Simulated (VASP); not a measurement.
VASP runs on In (bct) share one base input (PBE GGA, plane waves, VASP's PBE PAW potentials (set 64)) and change the settings named in each case.

KPOINTS:
```
Automatic mesh
0
Gamma
14 14 14
0 0 0
```

### INCAR
```
LWAVE = .False.
GGA = PE   # PBE
LCHARG = .False.
ISMEAR = 1   # Methfessel-Paxton
SYSTEM = In
SIGMA = 0.1   # width (eV)
ENCUT = 400   # plane-wave cut-off (eV)
PREC = Accurate
ALGO = Normal   # blocked Davidson
LREAL = .False.
NELM = 100   # most electronic steps
EDIFF = 1E-6   # SCF stop (eV)
ISIF = 2   # forces and stress, cell fixed
LASPH = .True.   # aspherical one-centre terms
LMAXMIX = 4
```

File POSCAR:
```
In
1
   -1.6575000000     1.6575000000     2.5245000000
    1.6575000000    -1.6575000000     2.5245000000
    1.6575000000     1.6575000000    -2.5245000000
In
1
Direct
  0.0000000000   0.0000000000   0.0000000000
```

POTCAR, in this order: In_d (PBE.64 set). Program: vasp_std.

```csv
change,pressure (GPa),electronic steps
base run,-0.47,10
EDIFF = 1E-2,2.61,7
EDIFF = 1E-3,-0.99,8
EDIFF = 1E-4,-0.50,9
EDIFF = 1E-5,-0.51,9
EDIFF = 1E-8,-0.48,11
```
 Unless said otherwise, spin-orbit coupling is left out, though it shifts the bands of the heavy elements here.

Left out are runs that ran out of time, are held back, or changed the cell or the kind of run, fixed moments of cells without a moment, rows past the twelfth, gaps on odd meshes, pressures of charged cells and columns that move by less than the noise.

The compound is In in the bct structure. The cell was not relaxed at this level.
